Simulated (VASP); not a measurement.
Given:

```yaml
crystal:
  lattice:
    - [0.00000, 2.67880, 2.67880]
    - [2.67880, 0.00000, 2.67880]
    - [2.67880, 2.67880, 0.00000]
  atoms:
    - { symbol: Si, position: [0.00000, 0.00000, 0.00000] }
    - { symbol: Si, position: [0.25000, 0.25000, 0.25000] }
```

Calculation: G0W0 on PBE orbitals, VASP's PBE PAW potentials (set 64) (plane waves; VASP). Numerical set-up: PREC = Normal, 350 eV cut-off, 4×4×4 Γ-centred mesh, Gaussian smearing of 0.010 eV, potentials Si_GW.

The mesh is coarse and the basis finite, so the quasiparticle values are not converged.

NBANDS = 160, ENCUTGW = 200 eV, NOMEGA = 64. The PBE levels (eV) that the step starts from are:

```
state                          KS energy  filling
-----------------------------  ---------  -------
k1 (0.00, 0.00, 0.00), band 1      -6.35        2
k1 (0.00, 0.00, 0.00), band 2       5.91        2
k1 (0.00, 0.00, 0.00), band 3       5.91        2
k1 (0.00, 0.00, 0.00), band 4       5.91        2
k1 (0.00, 0.00, 0.00), band 5       8.47        0
k1 (0.00, 0.00, 0.00), band 6       8.47        0
k1 (0.00, 0.00, 0.00), band 7       8.47        0
k1 (0.00, 0.00, 0.00), band 8       9.75        0
k3 (0.50, 0.00, 0.00), band 1      -3.91        2
k3 (0.50, 0.00, 0.00), band 2      -1.27        2
k3 (0.50, 0.00, 0.00), band 3       4.67        2
k3 (0.50, 0.00, 0.00), band 4       4.67        2
k3 (0.50, 0.00, 0.00), band 5       7.58        0
k3 (0.50, 0.00, 0.00), band 6       9.21        0
k3 (0.50, 0.00, 0.00), band 7       9.21        0
k3 (0.50, 0.00, 0.00), band 8      13.68        0
k7 (0.50, 0.50, 0.00), band 1      -2.05        2
k7 (0.50, 0.50, 0.00), band 2      -2.05        2
k7 (0.50, 0.50, 0.00), band 3       2.94        2
k7 (0.50, 0.50, 0.00), band 4       2.94        2
k7 (0.50, 0.50, 0.00), band 5       6.52        0
k7 (0.50, 0.50, 0.00), band 6       6.52        0
k7 (0.50, 0.50, 0.00), band 7      16.36        0
k7 (0.50, 0.50, 0.00), band 8      16.36        0
```

Task: Give the quasiparticle energies and renormalisation factors Z.

Result: 
```json
[
 {"state": "k1 (0.00, 0.00, 0.00), band 1", "QP energy (eV)": "-6.82", "Z": "0.69"},
 {"state": "k1 (0.00, 0.00, 0.00), band 2", "QP energy (eV)": "5.35", "Z": "0.76"},
 {"state": "k1 (0.00, 0.00, 0.00), band 3", "QP energy (eV)": "5.35", "Z": "0.76"},
 {"state": "k1 (0.00, 0.00, 0.00), band 4", "QP energy (eV)": "5.35", "Z": "0.76"},
 {"state": "k1 (0.00, 0.00, 0.00), band 5", "QP energy (eV)": "8.55", "Z": "0.76"},
 {"state": "k1 (0.00, 0.00, 0.00), band 6", "QP energy (eV)": "8.55", "Z": "0.76"},
 {"state": "k1 (0.00, 0.00, 0.00), band 7", "QP energy (eV)": "8.55", "Z": "0.76"},
 {"state": "k1 (0.00, 0.00, 0.00), band 8", "QP energy (eV)": "9.94", "Z": "0.75"},
 {"state": "k3 (0.50, 0.00, 0.00), band 1", "QP energy (eV)": "-4.41", "Z": "0.72"},
 {"state": "k3 (0.50, 0.00, 0.00), band 2", "QP energy (eV)": "-1.81", "Z": "0.70"},
 {"state": "k3 (0.50, 0.00, 0.00), band 3", "QP energy (eV)": "4.09", "Z": "0.75"},
 {"state": "k3 (0.50, 0.00, 0.00), band 4", "QP energy (eV)": "4.09", "Z": "0.75"},
 {"state": "k3 (0.50, 0.00, 0.00), band 5", "QP energy (eV)": "7.63", "Z": "0.77"},
 {"state": "k3 (0.50, 0.00, 0.00), band 6", "QP energy (eV)": "9.29", "Z": "0.76"},
 {"state": "k3 (0.50, 0.00, 0.00), band 7", "QP energy (eV)": "9.29", "Z": "0.76"},
 {"state": "k3 (0.50, 0.00, 0.00), band 8", "QP energy (eV)": "13.42", "Z": "0.76"},
 {"state": "k7 (0.50, 0.50, 0.00), band 1", "QP energy (eV)": "-2.55", "Z": "0.69"},
 {"state": "k7 (0.50, 0.50, 0.00), band 2", "QP energy (eV)": "-2.55", "Z": "0.69"},
 {"state": "k7 (0.50, 0.50, 0.00), band 3", "QP energy (eV)": "2.33", "Z": "0.74"},
 {"state": "k7 (0.50, 0.50, 0.00), band 4", "QP energy (eV)": "2.33", "Z": "0.74"},
 {"state": "k7 (0.50, 0.50, 0.00), band 5", "QP energy (eV)": "6.47", "Z": "0.78"},
 {"state": "k7 (0.50, 0.50, 0.00), band 6", "QP energy (eV)": "6.47", "Z": "0.78"},
 {"state": "k7 (0.50, 0.50, 0.00), band 7", "QP energy (eV)": "16.42", "Z": "0.72"},
 {"state": "k7 (0.50, 0.50, 0.00), band 8", "QP energy (eV)": "16.42", "Z": "0.72"}
]
```
On the mesh the gap opens from 0.61 to 1.12 eV.

The compound is Si in the diamond structure. This cell is one point of a volume scan, at 0.96 of the reference volume. The k-mesh is coarse (spacing up to 0.51 per Å, 2π included), so the numbers may not be converged in it.
